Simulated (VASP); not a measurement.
Input of a VASP 6.6.1 run:

File INCAR:

```
SYSTEM = H16SO10
PREC = Accurate
ENCUT = 520
EDIFF = 1E-6
ISMEAR = -1
SIGMA = 0.02
LREAL = Auto
LASPH = .True.
NELM = 100
ALGO = Fast
ISIF = 2
LWAVE = .False.
LCHARG = .False.
GGA = PE
IVDW = 12
NBANDS = 60
```

The input KPOINTS:

```
regular mesh
0
Gamma
  1 1 1
  0 0 0
```

POSCAR

```
H16SO10
1.0
    7.4180710000      0.0000000000      0.0000000000
    0.0000000000      7.4180710000      0.0000000000
    0.0000000000      0.0000000000      7.4180710000
O H S
10 16 1
Direct
    0.2404937887      0.2315831164      0.8863625058
    0.2147054133      0.4683562614      0.2788056356
    0.5126939335      0.9321830433      0.8588081726
    0.9140920867      0.1071302769      0.9662619837
    0.5853812939      0.3972326498      0.3400344914
    0.8779236543      0.9829779197      0.3221322632
    0.5678700029      0.0554996036      0.5114537189
    0.1858165014      0.1453612401      0.4633280000
    0.7697418911      0.6904625205      0.5947772676
    0.8244731009      0.3723339936      0.7131638400
    0.2409925707      0.2388356757      0.7544953398
    0.3163625692      0.1152995165      0.9042916952
    0.2141796702      0.4062646475      0.1664583690
    0.1916670789      0.3638277390      0.3599857699
    0.5793285074      0.8181641831      0.8576083998
    0.5124782440      0.9640511664      0.7190953012
    0.8221814000      0.0979634733      0.8730167182
    1.0255631147      0.1437705301      0.9011776781
    0.6517058141      0.3889286042      0.2211760982
    0.4636110924      0.4455740583      0.3008598866
    0.8667886840      0.9900821925      0.1887283096
    0.8733941748      0.8554515048      0.3573031318
    0.5976755952      0.1855064477      0.4898712886
    0.6637035423      0.0065111267      0.4351805207
    0.3055241720      0.0790232393      0.4843442453
    0.0883922518      0.0635340374      0.4251105173
    0.8447748748      0.5078813616      0.5683418236
```

Potentials or basis: VASP PAW PBE potentials, release 64 (O, H, S).

Launch:

```bash
$ cat potpaw_PBE.64/O/POTCAR potpaw_PBE.64/H/POTCAR potpaw_PBE.64/S/POTCAR > POTCAR
$ mpirun -np 1 vasp_gam > vasp.out
```

Estimate the band gap on the k mesh.

2.30 eV, direct.

Estimate the largest force.

2.399 eV/Å.

Stress tensor (GPa, compression positive):
```
-1.76  0.82 -0.08
 0.82 -2.21  0.96
-0.08  0.96 -2.20
```
